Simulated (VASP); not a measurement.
Input:

```xyz
6
Lattice="5.3557 0.0000 0.0000 -2.6778 4.6381 0.0000 0.0000 0.0000 4.3944" Properties=species:S:1:pos:R:3 pbc="T T T"
Ca    -0.0009     0.0044     0.0529
Pt    -0.0661     3.1980     0.1403
Pt     2.7096     1.5610    -0.2224
Pt     2.6955    -0.0034     2.1937
Pt     1.2857     2.3270     2.2825
Pt    -1.2681     2.1892     2.1446
```

Level of theory: LDA (Ceperley-Alder, Perdew-Zunger), VASP's LDA PAW potentials (set 64) (plane waves; VASP). Numerical set-up: 300 eV cut-off, 4×4×4 Γ-centred mesh, Gaussian smearing of 0.10 eV, potentials Ca_sv Pt.

At this cut-off the stress carries a Pulay error, which pulls relaxed volumes low.

Which forces act on the atoms, in eV/Å?

| atom | Fx | Fy | Fz |
|---|---|---|---|
| Ca1 | -0.041 | 0.123 | -0.004 |
| Pt2 | 0.418 | -0.508 | -2.448 |
| Pt3 | 0.120 | 0.067 | 3.941 |
| Pt4 | -0.488 | -0.164 | -0.070 |
| Pt5 | 0.722 | -0.168 | -1.349 |
| Pt6 | -0.732 | 0.651 | -0.069 |

Give the stress tensor in GPa (positive for a compressed cell).

```
-3.08   0.22  -0.37
 0.22  -3.22   1.00
-0.37   1.00  -0.51
```
The pressure is its mean diagonal, -2.27 GPa.

The structure comes from a computed database's CaPt5 entry; how it stands against other phases isn't given here. The cell was not relaxed at this level, atoms are displaced from their ideal sites. The k-mesh is coarse (spacing up to 0.36 per Å, 2π included), so the numbers may not be converged in it.
